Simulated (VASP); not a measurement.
Crystal: Sb.

```
Sb
1.0
     2.15035    1.24151    3.74067
    -2.15035    1.24151    3.74067
     0.00000   -2.48301    3.74067
Sb
2
Direct
  0.23362 0.23362 0.23362
  0.76638 0.76638 0.76638
```

| Quantity | Value |
| --- | --- |
| Program | VASP 6.6.1 |
| Task | relaxation of cell and atoms |
| Functional | PBE |
| Potentials or basis | VASP PAW PBE potentials, release 64 (Sb) |
| Cutoff | 200 eV |
| k mesh | 9 × 9 × 9 |
| Occupations | gaussian, width 0.02 eV |
| Spin | no spin polarisation |

At the start: pressure 3.3 GPa; volume 29.96 Å³/atom.

Q: How do energy, volume and symmetry change on relaxing?

A: Over 11 steps the energy falls by 16.4 meV/atom and the volume is 31.74 Å³/atom (+5.9 %); space group R-3m (No. 166, to 0.05 Å).

The path:
```tsv
step	energy change (eV)	largest force (eV/Å)	pressure (GPa)	volume (Å³)
1	0.0000	0.2519	3.25	59.92
2	-0.0169	0.2616	-1.81	65.35
3	-0.0319	0.0679	0.05	63.03
4	-0.0323	0.0476	0.03	63.13
5	-0.0326	0.0137	0.01	63.30
6	-0.0327	0.0022	0.00	63.37
7	-0.0328	0.0023	0.01	63.41
8	-0.0328	0.0025	0.02	63.44
9	-0.0328	0.0025	0.02	63.45
10	-0.0328	0.0044	-0.03	63.52
11	-0.0328	0.0007	0.00	63.47
```

Final structure:
```
Sb
1.0
     2.18951    1.26411    3.82207
    -2.18951    1.26411    3.82207
     0.00000   -2.52823    3.82207
Sb
2
Cartesian
  0.0000 0.0000 2.6743
  0.0000 0.0000 8.7919
```

Caveat: the cutoff is under 1.25 times the usual one of these potentials, so pressure, stress and relaxed cells hold a basis-set (Pulay) error.
